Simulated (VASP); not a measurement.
VASP input:

File KPOINTS:
```
Automatic mesh
0
Gamma
17 17 17
0 0 0
```

### INCAR
```
ALGO = Normal
EDIFF = 1E-7
ENCUT = 520
GGA = PE
ISIF = 2
ISMEAR = 1
IVDW = 11
LASPH = .True.
LCHARG = .False.
LMAXMIX = 4
LREAL = .False.
LWAVE = .False.
NELM = 100
PREC = Accurate
SIGMA = 0.1
SYSTEM = V
```

File POSCAR:
```
V
1
   -1.4482705541     1.4482705541     1.4482705541
    1.4482705541    -1.4482705541     1.4482705541
    1.4482705541     1.4482705541    -1.4482705541
V
1
Direct
  0.0000000000   0.0000000000   0.0000000000
```

POTCAR, in this order: V_sv (PBE.64 set). Program: vasp_std.

**Question.** Write an equivalent input for Quantum ESPRESSO's pw.x.

**Answer.** One equivalent input (not run):
```
&CONTROL
  calculation = 'scf'
  pseudo_dir = './pseudo'
  outdir = './out'
  tprnfor = .true.
  tstress = .true.
/
&SYSTEM
  ibrav = 0
  nat = 1
  ntyp = 1
  ecutwfc = 84
  occupations = 'smearing'
  smearing = 'methfessel-paxton'
  degauss = 0.00735
  input_dft = 'pbe'
  vdw_corr = 'grimme-d3'
  dftd3_version = 3
  dftd3_threebody = .false.
/
&ELECTRONS
  conv_thr = 7.3e-09
  electron_maxstep = 100
/
ATOMIC_SPECIES
  V 50.941 V.upf
CELL_PARAMETERS angstrom
    -1.4482706    1.4482706    1.4482706
     1.4482706   -1.4482706    1.4482706
     1.4482706    1.4482706   -1.4482706
ATOMIC_POSITIONS crystal
  V    0.0000000  0.0000000  0.0000000
K_POINTS automatic
  17 17 17 0 0 0
```
Limits of the translation: the potentials are each code's own (VASP's PAW set, PseudoDojo norm-conserving files in pw.x), so ENCUT and ecutwfc are chosen apart and not converted; conv_thr bounds pw.x's estimated SCF error, while EDIFF bounds the energy change between steps.

The compound is V in the bcc structure. This cell is one point of a volume scan, at 0.94 of the reference volume.
